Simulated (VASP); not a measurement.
Computed with LDA (Ceperley-Alder, Perdew-Zunger), VASP's LDA PAW potentials (set 64) (plane waves; VASP).

A VASP calculation is set up with these files.

### POSCAR
```
MnO2
1
    4.2448280892     0.0000000000     0.0000000000
    0.0000000000     4.2448280892     0.0000000000
    0.0000000000     0.0000000000     2.7266956111
Mn O
2 4
Direct
  1.0000000000   0.0000000000   0.0000000000
  0.5000000000   0.5000000000   0.5000000000
  0.3017823638   0.3017823638   1.0000000000
  0.8017823638   0.1982176362   0.5000000000
  0.1982176362   0.8017823638   0.5000000000
  0.6982176362   0.6982176362   0.0000000000
```

KPOINTS:
```
kpoints
0
Gamma
 7 7 11
0 0 0
```

**INCAR**
```
SYSTEM = MnO2
PREC = Accurate
ENCUT = 520
EDIFF = 1E-7
NELM = 100
ALGO = Normal
LREAL = .FALSE.
LASPH = .TRUE.
ISMEAR = 1
SIGMA = 0.1
LMAXMIX = 4
ISPIN = 2
MAGMOM = 2.1 -2.1 -0.0 0.0 0.0 -0.0
LORBIT = 10
LWAVE = .FALSE.
LCHARG = .FALSE.
ISIF = 4
IBRION = 2
NSW = 30
EDIFFG = -0.01
```

POTCAR, in this order: Mn_pv O (LDA.64 set). Program: vasp_std.

What VASP printed:

OSZICAR:
```
       N       E                     dE             d eps       ncg     rms          rms(c)
DAV:   1     0.651955505740E+03    0.65196E+03   -0.28705E+04  7400   0.208E+03
DAV:   2     0.128444352146E+02   -0.63911E+03   -0.60322E+03  7668   0.583E+02
DAV:   3    -0.653918885571E+02   -0.78236E+02   -0.76162E+02  8716   0.196E+02
DAV:   4    -0.680510240684E+02   -0.26591E+01   -0.25428E+01  8442   0.337E+01
DAV:   5    -0.681015389108E+02   -0.50515E-01   -0.50259E-01  7460   0.500E+00    0.541E+01
DAV:   6    -0.629525182284E+02    0.51490E+01   -0.14735E+02  8584   0.124E+02    0.454E+01
DAV:   7    -0.555207891718E+02    0.74317E+01   -0.95949E+01  8862   0.125E+02    0.235E+01
DAV:   8    -0.533052578365E+02    0.22155E+01   -0.84709E+00  7582   0.310E+01    0.724E+00
DAV:   9    -0.530716669521E+02    0.23359E+00   -0.12784E+00  9316   0.109E+01    0.216E+00
DAV:  10    -0.530755361941E+02   -0.38692E-02   -0.11162E-01  7464   0.269E+00    0.132E+00
DAV:  11    -0.530714606732E+02    0.40755E-02   -0.18550E-02  8696   0.195E+00    0.691E-01
DAV:  12    -0.530700568706E+02    0.14038E-02   -0.11110E-02  8666   0.161E+00    0.317E-01
DAV:  13    -0.530701322319E+02   -0.75361E-04   -0.92828E-04  7622   0.246E-01    0.702E-02
DAV:  14    -0.530701235349E+02    0.86970E-05   -0.10949E-04  9140   0.750E-02    0.407E-02
DAV:  15    -0.530701189137E+02    0.46212E-05   -0.25141E-05  9082   0.705E-02    0.151E-02
DAV:  16    -0.530701199220E+02   -0.10083E-05   -0.56873E-06  8270   0.245E-02    0.533E-03
DAV:  17    -0.530701198870E+02    0.34977E-07   -0.47119E-07  7428   0.869E-03
   1 F= -.53070120E+02 E0= -.53070080E+02  d E =-.530701E+02  mag=    -0.0000
       N       E                     dE             d eps       ncg     rms          rms(c)
DAV:   1    -0.530748675248E+02   -0.47476E-02   -0.90138E+00  7200   0.207E+01    0.170E+00
DAV:   2    -0.530787567329E+02   -0.38892E-02   -0.27836E-01  8336   0.430E+00    0.109E+00
DAV:   3    -0.530723209975E+02    0.64357E-02   -0.19684E-02  8876   0.180E+00    0.626E-01
DAV:   4    -0.530701860984E+02    0.21349E-02   -0.13494E-02  9038   0.128E+00    0.397E-01
DAV:   5    -0.530698293838E+02    0.35671E-03   -0.31122E-03  8372   0.703E-01    0.157E-01
DAV:   6    -0.530698272063E+02    0.21776E-05   -0.27216E-04  8326   0.139E-01    0.105E-01
DAV:   7    -0.530698100971E+02    0.17109E-04   -0.27076E-05  9066   0.552E-02    0.364E-02
DAV:   8    -0.530698105058E+02   -0.40872E-06   -0.77394E-06  7878   0.213E-02    0.146E-02
DAV:   9    -0.530698107082E+02   -0.20237E-06   -0.15516E-06  9314   0.114E-02    0.401E-03
DAV:  10    -0.530698107106E+02   -0.24056E-08   -0.17897E-07  4880   0.336E-03
   2 F= -.53069811E+02 E0= -.53069710E+02  d E =0.309176E-03  mag=     0.0000
       N       E                     dE             d eps       ncg     rms          rms(c)
DAV:   1    -0.530797899472E+02   -0.99792E-02   -0.23053E+00  7200   0.105E+01    0.859E-01
DAV:   2    -0.530810209396E+02   -0.12310E-02   -0.72307E-02  8286   0.224E+00    0.567E-01
DAV:   3    -0.530794679364E+02    0.15530E-02   -0.60500E-03  8876   0.105E+00    0.341E-01
DAV:   4    -0.530786690190E+02    0.79892E-03   -0.36924E-03  8822   0.673E-01    0.188E-01
DAV:   5    -0.530786176668E+02    0.51352E-04   -0.72794E-04  8182   0.307E-01    0.821E-02
DAV:   6    -0.530786152958E+02    0.23710E-05   -0.62569E-05  8302   0.618E-02    0.507E-02
DAV:   7    -0.530786110990E+02    0.41968E-05   -0.76127E-06  8942   0.253E-02    0.168E-02
DAV:   8    -0.530786113230E+02   -0.22396E-06   -0.19158E-06  7770   0.107E-02    0.738E-03
DAV:   9    -0.530786113596E+02   -0.36617E-07   -0.49733E-07  6780   0.641E-03
   3 F= -.53078611E+02 E0= -.53078514E+02  d E =-.849147E-02  mag=     0.0000
```

OUTCAR:
```
------------------------ aborting loop because EDIFF is reached ----------------------------------------
  FORCE on cell =-STRESS in cart. coord.  units (eV):
  Direction    XX          YY          ZZ          XY          YZ          ZX
  --------------------------------------------------------------------------------------
  Total        5.9770530      5.9770530      5.8949037      0.0000000      0.0000000      0.0000000
  in kB      194.9130054    194.9130054    192.2340982      0.0000000      0.0000000      0.0000000
  external PRESSURE =     194.0200363 kB  Pullay stress =       0.0000000 kB
  volume of cell :       49.13
      direct lattice vectors                 reciprocal lattice vectors
     4.238377347  0.000000000  0.000000000     0.235939351  0.000000000  0.000000000
     0.000000000  4.238377347  0.000000000     0.000000000  0.235939351  0.000000000
     0.000000000  0.000000000  2.735001901     0.000000000  0.000000000  0.365630459
 POSITION                                       TOTAL-FORCE (eV/Angst)
 -----------------------------------------------------------------------------------
      0.00000      0.00000      0.00000        -0.000000     -0.000000      0.000000
      2.11919      2.11919      1.36750        -0.000000     -0.000000      0.000000
      1.27274      1.27274      0.00000        -0.005783     -0.005783     -0.000000
      3.39192      0.84645      1.36750        -0.005783      0.005783      0.000000
      0.84645      3.39192      1.36750         0.005783     -0.005783      0.000000
      2.96564      2.96564      0.00000         0.005783      0.005783      0.000000
 -----------------------------------------------------------------------------------
    total drift:                               -0.000000     -0.000000      0.000000
  FREE ENERGIE OF THE ION-ELECTRON SYSTEM (eV)
  ---------------------------------------------------
  free  energy   TOTEN  =       -53.0786113596 eV

  energy  without entropy=      -53.0783192118  energy(sigma->0) =      -53.07851398

 total charge

# of ion       s       p       d       tot
------------------------------------------
    1        0.412   6.594   5.143  12.148
    2        0.412   6.594   5.143  12.148
    3        1.564   3.493   0.000   5.057
    4        1.564   3.493   0.000   5.057
    5        1.564   3.493   0.000   5.057
    6        1.564   3.493   0.000   5.057
--------------------------------------------------
tot          7.080  27.159  10.285  44.524

 magnetization (x)

# of ion       s       p       d       tot
------------------------------------------
    1        0.009   0.013   1.932   1.954
    2       -0.009  -0.013  -1.932  -1.954
    3       -0.000  -0.032   0.000  -0.033
    4        0.000   0.032   0.000   0.033
    5        0.000   0.032   0.000   0.033
    6       -0.000  -0.032   0.000  -0.033
--------------------------------------------------
tot          0.000   0.000   0.000   0.000

 reached required accuracy - stopping structural energy minimisation
```
(Selected blocks of OUTCAR.)

File CONTCAR:
```
MnO2
   1.00000000000000
     4.2383773468230919    0.0000000000000000    0.0000000000000000
     0.0000000000000000    4.2383773468230919    0.0000000000000000
     0.0000000000000000    0.0000000000000000    2.7350019013311795
  Mn              O
     2     4
Direct
     0.0000000000000000    0.0000000000000000    0.0000000000000000
     0.5000000000000000    0.5000000000000000    0.5000000000000000
     0.3002882743172088    0.3002882743172088    0.0000000000000000
     0.8002882743172087    0.1997117256827913    0.5000000000000000
     0.1997117256827913    0.8002882743172087    0.5000000000000000
     0.6997117256827913    0.6997117256827913    0.0000000000000000
```

**OUTCAR**
```
 val. band max:        6.8381729877   @ k =   0.4286   0.2857   0.1818

 cond. band min:       6.8445422856   @ k =   0.1429   0.1429   0.3636


 Fermi energy:         6.8437908594

 spin component 1

 k-point     1 :       0.0000    0.0000    0.0000
  band No.  band energies     occupation
      1     -42.9017      1.00000
      2     -42.8935      1.00000
      3     -42.8599      1.00000
      4     -40.9688      1.00000
      5     -40.8965      1.00000
      6     -40.8099      1.00000
      7     -14.0054      1.00000
      8     -11.6685      1.00000
      9     -11.2227      1.00000
     10     -11.1488      1.00000
     11      -2.0129      1.00000
     12      -1.1778      1.00000
     13      -0.8974      1.00000
     14       0.4730      1.00000
     15       0.8859      1.00000
     16       2.0547      1.00000
     17       2.0994      1.00000
     18       2.8734      1.00000
     19       4.7601      1.00000
     20       4.9254      1.00000
     21       5.0356      1.00000
     22       5.3027      1.00000
     23       5.3131      1.00000
     24       5.3646      1.00000
     25       6.1206      1.00000
     26       6.2123      1.00000
     27       6.6606      1.01322
     28       8.2992     -0.00000
     29       8.6808     -0.00000
     30      10.4520      0.00000

 k-point     2 :       0.1429    0.0000    0.0000
  band No.  band energies     occupation
      1     -42.9017      1.00000
      2     -42.8935      1.00000
      3     -42.8599      1.00000
      4     -40.9690      1.00000
      5     -40.8967      1.00000
      6     -40.8099      1.00000
      7     -13.9057      1.00000
      8     -11.7596      1.00000
      9     -11.2699      1.00000
     10     -11.1846      1.00000
     11      -1.8309      1.00000
     12      -1.0940      1.00000
     13      -0.7173      1.00000
     14       0.4826      1.00000
     15       0.9103      1.00000
     16       1.8620      1.00000
...
```

The compound is MnO2 in the rutile structure. This cell is one point of a volume scan, at 0.94 of the reference volume. Symmetry was kept, so distortions that lower it aren't found.
